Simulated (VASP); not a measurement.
# GaGe (F-43m) in VASP: notebook

Runs on GaGe. Level: r2SCAN. Tasks: single point.

Program: VASP 6.6.1. These are calculated values, not measurements. Logs are shortened: lines on timing, memory, paths and dates and some standing lists are left out, and cuts for length are marked.

## 1. The crystal as given

Symmetry: F-43m, No. 216, cubic system. The conventional cell has a = 5.796 Å, b = 5.796 Å, c = 5.796 Å, α = 90.00°, β = 90.00°, γ = 90.00°. Around Ge (site symmetry -43m) lie 4 Ga at 2.51 Å. Around Ga (site symmetry -43m) lie 4 Ge at 2.51 Å.

The cell comes from a database or a generator and needn't be the stable form of this composition.

## 2. Single point, r2SCAN

Input file INCAR:

```
PREC     = Accurate       # precision mode
ENCUT    = 550            # plane-wave cutoff, eV
EDIFF    = 1E-6           # SCF threshold, eV
ISMEAR   = 0              # smearing method
SIGMA    = 0.05           # smearing width, eV
LREAL    = F              # projectors in reciprocal space
LASPH    = T              # aspherical terms in the spheres
NELM     = 100            # most SCF steps
ALGO     = Normal         # electronic algorithm
ISIF     = 2              # what is computed and relaxed
LWAVE    = F              # write WAVECAR
LCHARG   = F              # write CHGCAR
METAGGA  = R2SCAN         # meta-GGA
LMIXTAU  = T            
ADDGRID  = F
```

Input file KPOINTS:

```
Automatic mesh
0
Gamma
  4 4 4
```

Input file POSCAR:

```
GaGe
1.0
    0.0000000000      2.8978440000      2.8978440000
    2.8978440000      0.0000000000      2.8978440000
    2.8978440000      2.8978440000      0.0000000000
Ge Ga
1 1
Direct
    0.0000000000      0.0000000000      0.0000000000
    0.2500000000      0.2500000000      0.2500000000
```

Potentials or basis: VASP PAW PBE potentials, release 64 (Ge, Ga).

Started as:

```bash
$ cat potpaw_PBE.64/Ge/POTCAR potpaw_PBE.64/Ga/POTCAR > POTCAR
$ mpirun -np 1 vasp_std > vasp.out
```

OUTCAR:

```text
PREC = Accurate
   ENCUT = 550
   EDIFF = 1E-6
   ISMEAR = 0
   LREAL = F
   LASPH = T
   NELM = 100
   ISIF = 2
   METAGGA = R2SCAN

 Found      8 irreducible k-points:

 Following reciprocal coordinates:
            Coordinates               Weight
  0.000000  0.000000  0.000000      1.000000
  0.250000  0.000000  0.000000      8.000000
  0.500000  0.000000  0.000000      4.000000
  0.250000  0.250000  0.000000      6.000000
  0.500000  0.250000  0.000000     24.000000
 -0.250000  0.250000  0.000000     12.000000
   k-points           NKPTS =      8   k-points in BZ     NKDIM =      8   number of bands    NBANDS=      7
   number of dos      NEDOS =    301   number of ions     NIONS =      2
   total plane-waves  NPLWV =  32768
   dimension x,y,z NGX =    32 NGY =   32 NGZ =   32
   dimension x,y,z NGXF=    64 NGYF=   64 NGZF=   64
   ions per type =               1   1
   NGX,Y,Z   is equivalent  to a cutoff of  12.98, 12.98, 12.98 a.u.
   NGXF,Y,Z  is equivalent  to a cutoff of  25.96, 25.96, 25.96 a.u.
 SYSTEM =  unknown system
   PREC   = accura    normal or accurate (medium, high low for compatibility)
   ISTART =      0    job   : 0-new  1-cont  2-samecut
   ICHARG =      2    charge: 1-file 2-atom 10-const
   ISPIN  =      1    spin polarized calculation?
   LNONCOLLINEAR =      F non collinear calculations
   LSORBIT =      F    spin-orbit coupling
   LASPH  =      T    aspherical Exc in radial PAW
   ENCUT  =  550.0 eV  40.42 Ry    6.36 a.u.   7.84  7.84  7.84*2*pi/ulx,y,z
   NELM   =    100;   NELMIN=  2; NELMDL= -5     # of ELM steps
   EDIFF  = 0.1E-05   stopping-criterion for ELM
   LREAL  =      F    real-space projection
   EDIFFG = 0.1E-04   stopping-criterion for IOM
   NSW    =      0    number of steps for IOM
   IBRION =     -1    ionic relax: 0-MD 1-quasi-New 2-CG
   NFREE  =      0    steps in history (QN), initial steepest desc. (CG)
   ISIF   =      2    stress and relaxation
   ISYM   =      2    0-nonsym 1-usesym 2-fastsym
   POTIM  = 0.5000    time-step for ionic-motion
   TEBEG  =    0.0;   TEEND  =   0.0 temperature during run
   PSTRESS=    0.0 pullay stress
   NELECT =       7.0000    total number of electrons
   NUPDOWN=      -1.0000    fix difference up-down
   EMIN   =  10.00;   EMAX   =-10.00  energy-range for DOS
   EFERMI =   0.00;   METHOD = LEGACY
   ISMEAR =     0;   SIGMA  =   0.05  broadening in eV -4-tet -1-fermi 0-gaus
   EFERMI_NEDOS =   21; number of points for ismear=-14 and -15
   IALGO  =     38    algorithm
   IMIX   =      4    mixing-type and parameters
     AMIX     =   0.40;   BMIX     =  1.00
     AMIX_MAG =   1.60;   BMIX_MAG =  1.00
  volume/ion in A,a.u.               =      24.33       164.22
  Fermi-wavevector in a.u.,A,eV,Ry     =   0.857740  1.620894 10.010058  0.735719
  Thomas-Fermi vector in A             =   1.974840
   LORBIT       =      0    0 simple, 1 ext, 2 COOP (PROOUT), +10 PAW based schemes
   METAGGA = R2SCAN    functional components
   LHFCALC =     F    Hartree Fock is set to
   AEXX    =    0.0000 exact exchange contribution
   IVDW    =     0    specifies the selected vdW correction
   LEPSILON=     F    determine dielectric tensor
   LRPA    =     F    only Hartree local field effects (RPA)
 non-spin polarized calculation
 Gauss-broadening in eV      SIGMA  =   0.05
  energy-cutoff  :      550.00
  volume of cell :       48.67
 maximum number of plane-waves:      1458
   NGX = 15   NGY = 15   NGZ = 15

 number of electron       7.0000000 magnetization

 Free energy of the ion-electron system (eV)
  ---------------------------------------------------
  ext. energy  EPLUGINS =         0.00000000
  ---------------------------------------------------
  free energy    TOTEN  =       -24.93587052 eV

  energy without entropy =      -24.93058424  energy(sigma->0) =      -24.93322738

 E-fermi :   1.4625     XC(G=0):  -9.1411

 val. band max:        1.4552798769   @ k =  -0.2500   0.2500   0.0000
 cond. band min:       1.5561482211   @ k =   0.5000   0.0000   0.0000
 fundamental gap:      0.1008683442
 Fermi energy:         1.4624763180

 k-point     1 :       0.0000    0.0000    0.0000
  band No.  band energies     occupation
      1      -9.7900      2.00000
      2       2.9286      0.00000
      3       2.9286      0.00000
      4       2.9286      0.00000
      5       3.7852      0.00000
      6       5.8067      0.00000
      7       5.8067      0.00000

 k-point     2 :       0.2500    0.0000    0.0000
  band No.  band energies     occupation
      1      -9.0620      2.00000
      2      -1.5159      2.00000
      3       2.0780      0.00000
      4       2.0780      0.00000
      5       4.1039      0.00000
      6       6.8237      0.00000
      7       6.8237      0.00000

 k-point     3 :       0.5000    0.0000    0.0000
  band No.  band energies     occupation
      1      -7.7856      2.00000
      2      -4.3606      2.00000
      3       1.5561      0.00806
      4       1.5561      0.00806
      5       3.6266      0.00000
      6       6.8489      0.00000
      7       6.8489      0.00000

 k-point     4 :       0.2500    0.2500    0.0000
  band No.  band energies     occupation
      1      -8.8020      2.00000
      2      -1.3801      2.00000
      3       0.9106      2.00000
      4       0.9106      2.00000
      5       4.1835      0.00000
      6       5.9254      0.00000
      7       9.0730      0.00000

 k-point     5 :       0.5000    0.2500    0.0000
  band No.  band energies     occupation
      1      -7.4212      2.00000
      2      -3.9862      2.00000
      3      -0.7632      2.00000
      4       0.5407      2.00000
      5       4.5626      0.00000
      6       7.3640      0.00000
      7       8.6240      0.00000

 k-point     6 :      -0.2500    0.2500    0.0000
  band No.  band energies     occupation
      1      -7.9695      2.00000
      2      -3.1932      2.00000
      3      -0.9227      2.00000
      4       1.4553      1.16129
      5       5.2210      0.00000
      6       7.9728      0.00000
      7       8.2525      0.00000

 [... further k-points ...]

------------------------ aborting loop because EDIFF is reached ----------------------------------------

  FORCE on cell =-STRESS in cart. coord.  units (eV):
  Direction    XX          YY          ZZ          XY          YZ          ZX
  --------------------------------------------------------------------------------------
  -------------------------------------------------------------------------------------
  Total       -0.8026837     -0.8026837     -0.8026837      0.0000000      0.0000000      0.0000000
  in kB      -26.4240902    -26.4240902    -26.4240902      0.0000000      0.0000000      0.0000000
  external PRESSURE =     -26.4240902 kB  Pullay stress =       0.0000000 kB

 VOLUME and BASIS-vectors are now :
 -----------------------------------------------------------------------------
  energy-cutoff  :      550.00
  volume of cell :       48.67
      direct lattice vectors                 reciprocal lattice vectors
     0.000000000  2.897844000  2.897844000    -0.172542069  0.172542069  0.172542069
     2.897844000  0.000000000  2.897844000     0.172542069 -0.172542069  0.172542069
     2.897844000  2.897844000  0.000000000     0.172542069  0.172542069 -0.172542069

 POSITION                                       TOTAL-FORCE (eV/Angst)
 -----------------------------------------------------------------------------------
      0.00000      0.00000      0.00000        -0.000000     -0.000000     -0.000000
      1.44892      1.44892      1.44892         0.000000      0.000000      0.000000
 -----------------------------------------------------------------------------------
    total drift:                                0.000000      0.000000      0.000000

  FREE ENERGIE OF THE ION-ELECTRON SYSTEM (eV)
  ---------------------------------------------------
  free  energy   TOTEN  =       -24.9358705233 eV

  energy  without entropy=      -24.9305842445  energy(sigma->0) =      -24.93322738
```

Wall time 38 s (1 thread of AMD EPYC 7R43 (Zen 3), shared host); peak memory 0.15 GiB.

These settings aren't checked as converged: the numbers below hold their error.

Results:

- Free energy: -24.9359 eV
- Pressure: -2.6 GPa
- Band gap on the k mesh: none (metal or under the smearing width)

Caveat: the k mesh is coarse (spacing up to 0.47 Å⁻¹), so the values aren't converged; the PAW data sets were made with another functional, which shifts forces and pressure a little.

## 3. Single point, r2SCAN

INCAR: that of step 2 with these lines changed.

```diff
@@ -1,3 +1,3 @@
 PREC     = Accurate       # precision mode
-ENCUT    = 550            # plane-wave cutoff, eV
+ENCUT    = 700            # plane-wave cutoff, eV
 EDIFF    = 1E-6           # SCF threshold, eV
```

KPOINTS is that of step 2.

POSCAR is that of step 2.

Potentials or basis: VASP PAW PBE potentials, release 64 (Ge, Ga).

Started as:

```bash
$ cat potpaw_PBE.64/Ge/POTCAR potpaw_PBE.64/Ga/POTCAR > POTCAR
$ mpirun -np 1 vasp_std > vasp.out
```

It took 57 s on 1 thread of AMD EPYC 7R43 (Zen 3), shared host; peak memory 0.18 GiB.

The run converged, but some of its settings lie outside the range that counts as converged, so its numbers aren't taken as properties of the crystal.

What came out:

| Quantity | Value |
| --- | --- |
| Free energy | -24.9364 eV |
| Pressure | -2.6 GPa |
| Band gap on the k mesh | none (metal or under the smearing width) |

Caveat: the k mesh is coarse (spacing up to 0.47 Å⁻¹), so the values aren't converged; the PAW data sets were made with another functional, which shifts forces and pressure a little.

## 4. Single point, r2SCAN

INCAR: that of step 3 with these lines changed.

```diff
@@ -1,3 +1,3 @@
 PREC     = Accurate       # precision mode
-ENCUT    = 700            # plane-wave cutoff, eV
+ENCUT    = 450            # plane-wave cutoff, eV
 EDIFF    = 1E-6           # SCF threshold, eV
```

Input file KPOINTS:

```
Automatic mesh
0
Gamma
  5 5 5
```

POSCAR is that of step 3.

Started as:

```bash
$ cat potpaw_PBE.64/Ge/POTCAR potpaw_PBE.64/Ga/POTCAR > POTCAR
$ mpirun -np 1 vasp_std > vasp.out
```

It took 37 s on 1 thread of AMD EPYC 7R43 (Zen 3), shared host; peak memory 0.12 GiB.

These settings aren't checked as converged: the numbers below hold their error.

What came out:

| Quantity | Value |
| --- | --- |
| Free energy | -24.9826 eV |
| Pressure | -2.4 GPa |
| Band gap on the k mesh | none (metal or under the smearing width) |

Caveat: the k mesh is coarse (spacing up to 0.38 Å⁻¹), so the values aren't converged; the PAW data sets were made with another functional, which shifts forces and pressure a little.

## 5. Single point, r2SCAN

INCAR: that of step 4 with these lines changed.

```diff
@@ -1,3 +1,3 @@
 PREC     = Accurate       # precision mode
-ENCUT    = 450            # plane-wave cutoff, eV
+ENCUT    = 250            # plane-wave cutoff, eV
 EDIFF    = 1E-6           # SCF threshold, eV
```

Input file KPOINTS:

```
Automatic mesh
0
Gamma
  7 7 7
```

POSCAR is that of step 4.

Started as:

```bash
$ cat potpaw_PBE.64/Ge/POTCAR potpaw_PBE.64/Ga/POTCAR > POTCAR
$ mpirun -np 1 vasp_std > vasp.out
```

It took 38 s on 1 thread of AMD EPYC 7R43 (Zen 3), shared host; peak memory 0.1 GiB.

The run converged, but some of its settings lie outside the range that counts as converged, so its numbers aren't taken as properties of the crystal.

What came out:

```yaml
Free_energy: -24.9028 eV
Pressure: -2.1 GPa
Band_gap_on_the_k_mesh: none (metal or under the smearing width)
```

Caveat: the PAW data sets were made with another functional, which shifts forces and pressure a little.
